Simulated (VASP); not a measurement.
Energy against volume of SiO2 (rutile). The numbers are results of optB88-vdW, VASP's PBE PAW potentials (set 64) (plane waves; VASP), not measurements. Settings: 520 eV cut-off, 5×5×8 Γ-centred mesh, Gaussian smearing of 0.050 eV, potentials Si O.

Shape and ions are relaxed at each volume.

```csv
V (Å³/atom),E (eV/atom)
7.506,-6.29499
7.746,-6.31729
7.985,-6.32459
8.225,-6.31941
```

Task: Fit these four points and predict the energy of the run at 8.464 Å³/atom.

Result: A cubic in V^(−2/3), the third-order Birch-Murnaghan form, passes through the four points with V0 = 8.00 Å³/atom and B0 = 275 GPa, and gives -6.3038 eV/atom there. The run gave -6.3041 eV/atom, -0.3 meV/atom from the fit; all five points give B0 = 273 GPa.

The compound is SiO2 in the rutile structure, stishovite, a high-pressure form. It was relaxed first.
